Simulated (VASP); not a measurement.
# V: V into a neighbouring V vacancy, part 5 of 5

How hard is this move in V: V into a neighbouring V vacancy? Both ends are relaxed first, then a band of images between them.

VASP 6.6.1; PBEsol, no spin polarisation; plane waves and PAW (V).

So far. Step 4 (Relax the start): The run ended after 13 ionic steps, 0.584 eV below its first step, once the forces on the free atoms met EDIFFG = -0.05. Step 5 (Relax the end): The run ended after 13 ionic steps, 0.621 eV below its first step, once the forces on the free atoms met EDIFFG = -0.05.

### 6. Nudged elastic band (continued)

OUTCAR, selected parts (step 6):

```text
   NELECT =     265.0000    total number of electrons

  tangential force (eV/A)        -0.337581
  left and right image   0.654767  0.653390 A

  tangential force (eV/A)        -0.335104
  left and right image   0.656530  0.655958 A

 E-fermi :   6.3454

 k-point     1 :       0.2500    0.2500    0.2500
  band No.  band energies     occupation
    ...
    131       6.2937      1.54685
    132       6.2937      1.54659
    133       6.3294      1.17894
    134       6.3663      0.76698
    135       6.3664      0.76553
    136       6.4306      0.19007
    137       6.4687      0.00921
    138       6.4688      0.00881
    139       6.5386     -0.06978
    140       6.5394     -0.06959
    ...

 POSITION                                       TOTAL-FORCE (eV/Angst)
 -----------------------------------------------------------------------------------
      3.00070     -0.01909     -0.02353         0.013237     -0.003310     -0.003751
      5.77496      8.83992      8.83552        -0.014689     -0.012203     -0.012820
     -0.01643      2.99757     -0.02333        -0.000290      0.014499     -0.002497
     -0.01674     -0.01907      2.99348        -0.001803     -0.003101      0.014326
      1.07394      1.07093      1.06612         0.178244      0.178483      0.179895
      2.89535      2.89230     -0.03525         0.006061      0.005887     -0.018276
      2.89449     -0.03098      2.88759         0.006991     -0.018853      0.006542
      4.39387      1.46035      1.45585        -0.009865      0.007242      0.006885
      5.87583      2.93198      8.80800        -0.001534     -0.010562     -0.000375
      5.87507      8.81230      2.92767        -0.000933     -0.000337     -0.011753
      7.31022      1.43212      1.42783         0.041938     -0.039255     -0.040205
      8.84276      5.77153      8.83520        -0.010471     -0.012804     -0.010850
     -0.02763      2.89194      2.88787        -0.019023      0.006534      0.005804
      1.46345      4.39078      1.45600         0.007779     -0.009030      0.007190
      2.93553      5.87228      8.80814        -0.012819     -0.000507     -0.000428
      8.84238      8.83934      5.76725        -0.010634     -0.010571     -0.012396
      1.46324      1.46011      4.38713         0.007353      0.007626     -0.011641
      2.86525      2.86207      2.85767         0.022800      0.022969      0.023422
      4.39409      4.39088      1.44834        -0.002242     -0.002002      0.000058
      5.91523      5.91225      8.85211        -0.000518     -0.001377     -0.004600
      2.93526      8.81222      5.86794        -0.012401      0.000475     -0.001308
      4.39356      1.45273      4.38613        -0.000521      0.000932     -0.000319
      5.85500      2.94530      2.94081         0.006686     -0.014878     -0.013801
      7.31885      4.39562      1.48987        -0.006586      0.000340     -0.001123
[...]
-----------------------------------------------------------------------------------
    total drift:                                0.010809      0.008266      0.003043

  FREE ENERGIE OF THE ION-ELECTRON SYSTEM (eV)
  ---------------------------------------------------
  free  energy   TOTEN  =      -506.8413495882 eV

  energy  without entropy=     -506.8622305269  energy(sigma->0) =     -506.84830990

  tangential force (eV/A)        -0.333669
  left and right image   0.658706  0.659282 A

[... 6 parts as in an earlier step ...]

[... 6 further parts left out ...]
```

The path, image by image:

```tsv
image	path (A)	energy (eV)	V5: x, y, z (Å)
0	0.000	0.0000	1.376, 1.378, 1.377
1	0.659	0.0978	1.074, 1.071, 1.066
2	1.318	0.3807	0.737, 0.734, 0.730
3	1.977	0.0973	0.400, 0.398, 0.393
4	2.635	0.0003	0.095, 0.089, 0.088
```

Numbers from this step:

```yaml
electronic_cycles: 143
path_length: 2.635 Å
barrier: 0.3807 eV
barrier_in_the_reverse_direction: 0.3805 eV
barrier_from_a_spline_through_the_images: 0.3807 eV
reaction_energy: 2.55e-4 eV
```

What the program prints for this run, and its count of cycles, belong to image 1; the force that counts for the threshold is the band's, across the path.

### 7. Outcome

| Item | Value |
| --- | --- |
| hop | V into a neighbouring V vacancy |
| barrier | 0.381 eV |
| barrier in the reverse direction | 0.380 eV |
| barrier from a spline through the images | 0.381 eV |
| reaction energy | 2.5e-4 eV |
| path length | 2.64 Å |

In words: The barrier is 0.38 eV forwards and 0.38 eV backwards. With an attempt frequency of 10¹³ per second, taken as a typical value, this barrier gives about 10^7 hops a second at 300 K. Both ends are alike and an image sits at the midpoint, which is the saddle if the path is symmetric. The band met its force threshold after 14 steps. Cell and mesh are small and were not tested. The band started on a straight line, so other routes may lie lower.

[Lines on the potential files, build, host, timing and source positions are cut from VASP's logs without a mark.]

[Logs are printed without paths, hosts, clocks, repeated set-up lines and the standing remarks that a program may print on its own settings, such as how far it seeks lower states.]

[Hosts, paths, dates, database ids (printed as entryN), source tags and the programs' standing remarks are cut or masked in the printed files.]

[Runs that stopped without an error message from VASP are left out.]
